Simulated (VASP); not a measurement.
Given:

```xyz
5
Lattice="4.0337 0.0000 0.0000 0.0000 4.0337 0.0000 0.0000 0.0000 4.0337" Properties=species:S:1:pos:R:3 pbc="T T T"
Ba     2.0168     2.0168     2.0168
Ti     0.0000     0.0000     0.0000
O      2.0168     0.0000     0.0000
O      0.0000     2.0168     0.0000
O      0.0000     0.0000     2.0168
```

All values below come from PBE GGA, VASP's PBE PAW potentials (set 64) (plane waves; VASP). Settings: 500 eV cut-off, 5×5×5 Γ-centred mesh, Gaussian smearing of 0.050 eV, potentials Ba_sv Ti_sv O.

Problem. What does the run give for the energy per atom (σ→0)?

Solution. 
The energy per atom (σ→0) is -771.6 kJ/mol of atoms.

The structure comes from a computed database's BaTiO3 entry (Pm-3m); how it stands against other phases isn't given here. It was relaxed first. The start is the result of an earlier pass.
